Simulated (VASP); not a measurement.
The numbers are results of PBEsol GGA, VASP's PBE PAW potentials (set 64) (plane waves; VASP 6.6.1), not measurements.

Input for VASP

### INCAR
```
! general
SYSTEM  = PtS2
PREC    = Accurate
ENCUT   = 520
LREAL   = .False.
LASPH   = .True.

! electronic loop
EDIFF   = 1E-6
NELM    = 100
ALGO    = Normal
LMAXMIX = 6

! smearing
ISMEAR  = 0
SIGMA   = 0.05

! functional
GGA     = PS

! ions
IBRION  = 2
NSW     = 60
ISIF    = 3
EDIFFG  = -0.02

! output
LWAVE   = .False.
LCHARG  = .False.
```

File POSCAR:
```
PtS2
1
    1.7826102460    -3.0875715882     0.0000000000
    1.7826102460     3.0875715882    -0.0000000000
    0.0000000000    -0.0000000000     4.8186443933
Pt S
1 2
Direct
  0.0000000000   0.0000000000   0.0000000000
  0.3333330000   0.6666670000   0.2483778028
  0.6666670000   0.3333330000   0.7516221972
```

### KPOINTS
```
Automatic mesh
0
Gamma
7 7 4
0 0 0
```

POTCAR, in this order: Pt S (PBE.64 set). Program: vasp_std.

What VASP printed:

### OSZICAR
```
       N       E                     dE             d eps       ncg     rms          rms(c)
DAV:   1     0.116167492900E+03    0.11617E+03   -0.10653E+04   848   0.131E+03
DAV:   2    -0.131642233980E+02   -0.12933E+03   -0.12620E+03  1085   0.250E+02
DAV:   3    -0.182859438081E+02   -0.51217E+01   -0.50864E+01  1043   0.538E+01
DAV:   4    -0.183416758579E+02   -0.55732E-01   -0.55717E-01  1099   0.619E+00
DAV:   5    -0.183425930983E+02   -0.91724E-03   -0.91717E-03  1085   0.750E-01    0.190E+01
DAV:   6    -0.172591726427E+02    0.10834E+01   -0.77791E+00   861   0.286E+01    0.123E+01
DAV:   7    -0.170275512183E+02    0.23162E+00   -0.13147E+00   847   0.129E+01    0.567E+00
DAV:   8    -0.170003952047E+02    0.27156E-01   -0.92101E-02  1001   0.227E+00    0.132E+00
DAV:   9    -0.169950818413E+02    0.53134E-02   -0.12809E-02   966   0.128E+00    0.275E-01
DAV:  10    -0.169951606646E+02   -0.78823E-04   -0.19402E-03  1022   0.323E-01    0.783E-02
DAV:  11    -0.169951727804E+02   -0.12116E-04   -0.47077E-05  1099   0.626E-02    0.451E-02
DAV:  12    -0.169951723481E+02    0.43235E-06   -0.53281E-06   993   0.234E-02
   1 F= -.16995172E+02 E0= -.16995172E+02  d E =-.169952E+02
       N       E                     dE             d eps       ncg     rms          rms(c)
DAV:   1    -0.169961351197E+02   -0.96234E-03   -0.25179E-02   903   0.143E+00    0.250E-01
DAV:   2    -0.169952513177E+02    0.88380E-03   -0.41496E-03   889   0.725E-01    0.164E-01
DAV:   3    -0.169951031434E+02    0.14817E-03   -0.30504E-04   910   0.199E-01    0.716E-02
DAV:   4    -0.169950644935E+02    0.38650E-04   -0.22946E-04   924   0.915E-02    0.263E-02
DAV:   5    -0.169950625884E+02    0.19050E-05   -0.89737E-06  1008   0.291E-02    0.184E-02
DAV:   6    -0.169950612995E+02    0.12889E-05   -0.19102E-06   644   0.121E-02    0.244E-03
DAV:   7    -0.169950610710E+02    0.22844E-06   -0.14478E-07   448   0.453E-03
   2 F= -.16995061E+02 E0= -.16995060E+02  d E =0.111277E-03
       N       E                     dE             d eps       ncg     rms          rms(c)
DAV:   1    -0.169956953426E+02   -0.63404E-03   -0.11766E-02   903   0.983E-01    0.171E-01
DAV:   2    -0.169952848326E+02    0.41051E-03   -0.19259E-03   889   0.493E-01    0.110E-01
DAV:   3    -0.169952177892E+02    0.67043E-04   -0.14040E-04   903   0.135E-01    0.477E-02
DAV:   4    -0.169952016396E+02    0.16150E-04   -0.10445E-04   910   0.617E-02    0.178E-02
DAV:   5    -0.169952018759E+02   -0.23634E-06   -0.40927E-06   937   0.197E-02
   3 F= -.16995202E+02 E0= -.16995201E+02  d E =-.295278E-04
```

**OUTCAR**
```
------------------------ aborting loop because EDIFF is reached ----------------------------------------
  FORCE on cell =-STRESS in cart. coord.  units (eV):
  Direction    XX          YY          ZZ          XY          YZ          ZX
  --------------------------------------------------------------------------------------
  Total        0.0007096      0.0007096     -0.0003115      0.0000000      0.0000000      0.0000000
  in kB        0.0214159      0.0214159     -0.0093993      0.0000000      0.0000000      0.0000000
  external PRESSURE =       0.0111442 kB  Pullay stress =       0.0000000 kB
  volume of cell :       53.09
      direct lattice vectors                 reciprocal lattice vectors
     1.783201100 -3.088594977 -0.000000000     0.280394623 -0.161885907 -0.000000000
     1.783201100  3.088594977  0.000000000     0.280394623  0.161885907 -0.000000000
     0.000000000  0.000000000  4.819745431     0.000000000 -0.000000000  0.207479838
 POSITION                                       TOTAL-FORCE (eV/Angst)
 -----------------------------------------------------------------------------------
      0.00000      0.00000      4.81975        -0.000000      0.000000      0.000000
      1.78320      1.02953      1.19747        -0.000000      0.000000      0.006402
      1.78320     -1.02953      3.62228         0.000000     -0.000000     -0.006402
 -----------------------------------------------------------------------------------
    total drift:                               -0.000000      0.000000      0.000000
  FREE ENERGIE OF THE ION-ELECTRON SYSTEM (eV)
  ---------------------------------------------------
  free  energy   TOTEN  =       -16.9952018759 eV

  energy  without entropy=      -16.9952004656  energy(sigma->0) =      -16.99520117

 reached required accuracy - stopping structural energy minimisation
```
(Selected blocks of OUTCAR.)

File CONTCAR:
```
PtS2
   1.00000000000000
     1.7832011000100101   -3.0885949774368222   -0.0000000000000000
     1.7832011000100101    3.0885949774368222    0.0000000000000000
     0.0000000000000000    0.0000000000000000    4.8197454310279735
  Pt              S
     1     2
Direct
     0.0000000000000000    0.0000000000000000    1.0000000000000000
     0.3333330000000032    0.6666669999999968    0.2484506173000617
     0.6666669999999968    0.3333330000000032    0.7515493826999383
```

Without a dispersion term in the relaxation, distances and binding between the weakly bound layers, chains or molecules are unreliable, and so is what depends on them.

The compound is PtS2 in the 1T layered structure. This run relaxes it. Symmetry was kept, so distortions that lower it aren't found. The start is the result of an earlier pass.
